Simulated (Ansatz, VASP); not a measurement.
# Cross-check of Ga2Pt between VASP and Ansatz, part 2 of 2

One calculation is typed for both programs; each brings its own data sets. How far apart do they land? The cell is taken from a series of runs on this material, whose earlier steps may have relaxed, scaled, displaced or heated it; both programs get it as it stands.

VASP 6.6.1 and Ansatz 0.2.0.

So far. Step 5 (VASP: single point, PBEsol, pair 2): The run ends at a pressure of 4.47 GPa. Step 6 (Ansatz: single point, PBEsol, pair 2): The run ends at a pressure of 4.39 GPa.

### Step 7. Comparison

What differs besides the data sets and the points named for the pairs above, as far as they apply: the data sets hold 44 valence electrons in Ansatz (on its PAW soft_1 files) and 36 in VASP. Total energies have different zeros and are not compared.

Compared:

```
      quantity  Ansatz  VASP  difference
pressure (GPa)    4.39  4.47       -0.08
```

### Step 8. VASP: single point, PBEsol, pair 3

With cell and atoms fixed, the geometry can't cause a difference; cores, projectors, grids and the points listed under the comparison can. The cell compared in this pair holds 53.39 Å³, against 50.28 Å³ for the pair before.

File INCAR:

```
SYSTEM = Ga2Pt
PREC = Accurate
ENCUT = 500
EDIFF = 1E-06
NELM = 120
ISMEAR = 1
SIGMA = 0.2
LREAL = .FALSE.
ALGO = Normal
GGA = PS
NBANDS = 24
LASPH = .TRUE.
LORBIT = 11
LWAVE = .FALSE.
LCHARG = .FALSE.
ISIF = 2
GGA_COMPAT = .FALSE.
```

File POSCAR:

```
Ga2Pt
1.0
    0.0000000000      2.9886780658      2.9886780658
    2.9886780658      0.0000000000      2.9886780658
    2.9886780658      2.9886780658      0.0000000000
Ga Pt
2 1
Direct
    0.2500000000      0.2500000000      0.2500000000
    0.7500000000      0.7500000000      0.7500000000
    0.0000000000      0.0000000000      0.0000000000
```

File KPOINTS:

```
Automatic mesh
0
Gamma
12 12 12
0 0 0
```

Potentials, in the order of the species: Ga_d and Pt (PBE family, release 64).

Launch:

```sh
$ mpirun -np 1 vasp_std
```

Numbers of over 12 decimals in the logs are rounded to 6 here.

The program printed:

```text
[... set-up lines as in an earlier step ...]
 entering main loop
       N       E                     dE             d eps       ncg     rms          rms(c)
DAV:   1     0.248126649216E+03    0.24813E+03   -0.17425E+04  3720   0.256E+03
DAV:   2     0.744515041877E+01   -0.24068E+03   -0.23023E+03  3704   0.499E+02
DAV:   3    -0.154122324447E+02   -0.22857E+02   -0.22636E+02  4096   0.122E+02
DAV:   4    -0.158874106648E+02   -0.47518E+00   -0.47481E+00  4000   0.195E+01
[...]
DAV:  10    -0.153830739906E+02   -0.57989E-04   -0.38004E-04  4296   0.174E-01    0.302E-02
DAV:  11    -0.153830870694E+02   -0.13079E-04   -0.69438E-05  4000   0.104E-01    0.831E-03
DAV:  12    -0.153830866873E+02    0.38207E-06   -0.59362E-06  4000   0.345E-02
   1 F= -.15383087E+02 E0= -.15383521E+02  d E =0.130354E-02
```

From OUTCAR (step 8):

```text
  Total       -1.1845597     -1.1845597     -1.1845597      0.0000000      0.0000000      0.0000000
  in kB      -35.5467701    -35.5467701    -35.5467701      0.0000000      0.0000000      0.0000000
  external PRESSURE =     -35.5467701 kB  Pullay stress =       0.0000000 kB

 POSITION                                       TOTAL-FORCE (eV/Angst)
 -----------------------------------------------------------------------------------
      1.49434      1.49434      1.49434         0.000000      0.000000      0.000000
      4.48302      4.48302      4.48302        -0.000000     -0.000000     -0.000000
      0.00000      0.00000      0.00000        -0.000000     -0.000000     -0.000000
 -----------------------------------------------------------------------------------
    total drift:                               -0.000000     -0.000000      0.000000

  FREE ENERGIE OF THE ION-ELECTRON SYSTEM (eV)
  ---------------------------------------------------
  free  energy   TOTEN  =       -15.3830866873 eV

  energy  without entropy=      -15.3843902272  energy(sigma->0) =      -15.38352120

[... 1 part as in an earlier step ...]

[... 2 further parts left out ...]
[key lines of the parts left out:]
E-fermi :   6.7034
```

The run ends at a pressure of -3.55 GPa.

### Step 9. Ansatz: single point, PBEsol, pair 3

The same cell, functional, mesh and smearing now go to Ansatz, which takes its cutoff from its data sets.

The cell is taken from a series of runs on this material, whose earlier steps may have relaxed, scaled, displaced or heated it; both programs get it as it stands.

File input.yaml:

```yaml
crystal:
  lattice:
    - [0.0, 2.9886780658, 2.9886780658]
    - [2.9886780658, 0.0, 2.9886780658]
    - [2.9886780658, 2.9886780658, 0.0]
  atoms:
    - { symbol: Ga, position: [0.25, 0.25, 0.25] }
    - { symbol: Ga, position: [0.75, 0.75, 0.75] }
    - { symbol: Pt, position: [0.0, 0.0, 0.0] }
kpoints:
  mp_grid: { grid: [12, 12, 12] }
hamiltonian:
  xc: pbesol
  pseudopotentials: { kind: paw, azcp: { folder: soft_1 }, xc_functional: pbe }
scf:
  occupations: { method: methfessel_paxton, width: 0.2 }
output:
  forces: true
  stress: true
  eigenvalues: true
```

Launch:

```sh
$ ansatz run input.yaml --threads 4 --pin off --max-ram 10240MiB --backend cpu --events-out ev --progress --plain --runs-dir out
```

The program printed:

```text
[...]
Crystal: 3 atoms, lattice volume = 53.391 Å³
Basis set: ecut = 420 eV, 1037 PW (Γ), exchange–correlation on 60×60×60 points (8 copies of the dense FFT grid, shifted against one another)
Bands: 27, of which v1, the nominal top of the filled ones, is band 22 counted from 1 (21 counted from 0)
Symmetry: 48 space group operations
[...]
k-points: 72 of 1728
[...]
k-point 0: bands = [... 18 lower, 9.8629, 9.8629, 13.0262, 18.1246, 18.1246, 18.1246, 18.1488, 18.1488, ... 1 higher]
  k-point 1: bands = [... 18 lower, 9.8436, 9.8436, 13.1765, 16.3922, 17.3179, 17.3179, 18.7202, 18.7202, ... 1 higher]
  k-point 2: bands = [... 18 lower, 9.8020, 9.8020, 13.2557, 14.9915, 16.4883, 16.4883, 18.2982, 18.7088, ... 1 higher]
  k-point 71: bands = [... 18 lower, 9.6537, 10.1293, 10.2945, 10.2945, 12.1630, 17.8165, 17.8165, 20.1171, ... 1 higher]
[key lines of the parts left out:]
SCF converged after 10 iterations
Free energy (F): -19873.517573 eV
Fermi energy:    13.057929 eV
P = ⅓ Tr σ = -3.6051 GPa (-36.051 kbar)
```

The run ends at a pressure of -3.61 GPa.

### Step 10. Differences

What differs besides the data sets and the points named for the pairs above, as far as they apply: the data sets hold 44 valence electrons in Ansatz (on its PAW soft_1 files) and 36 in VASP. Total energies have different zeros and are not compared.

Compared:

```
      quantity  Ansatz   VASP  difference
pressure (GPa)   -3.61  -3.55       -0.05
```

### Step 11. Summary of results

| Quantity | Value |
| --- | --- |
| difference in pressure (single point, PBEsol, pair 1) | -0.074 GPa |
| difference in pressure (single point, PBEsol, pair 2) | -0.081 GPa |
| difference in pressure (single point, PBEsol, pair 3) | -0.050 GPa |

What this shows: The difference in pressure is -0.081 GPa (single point, PBEsol, pair 2), within the 1 GPa picked in this series as the mark of a large difference. The data sets hold unlike numbers of valence electrons (44 in Ansatz and 36 in VASP), so part of the differences comes from the potentials. How closely two codes agree says nothing of how well the functional describes the real material.

[Lines on the potential files, build, host, timing and source positions are cut from VASP's logs without a mark.]

[Logs are printed without paths, hosts, clocks, repeated set-up lines and the standing remarks that a program may print on its own settings, such as how far it seeks lower states.]

[Hosts, paths, dates, database ids (printed as entryN), source tags and the programs' standing remarks are cut or masked in the printed files.]
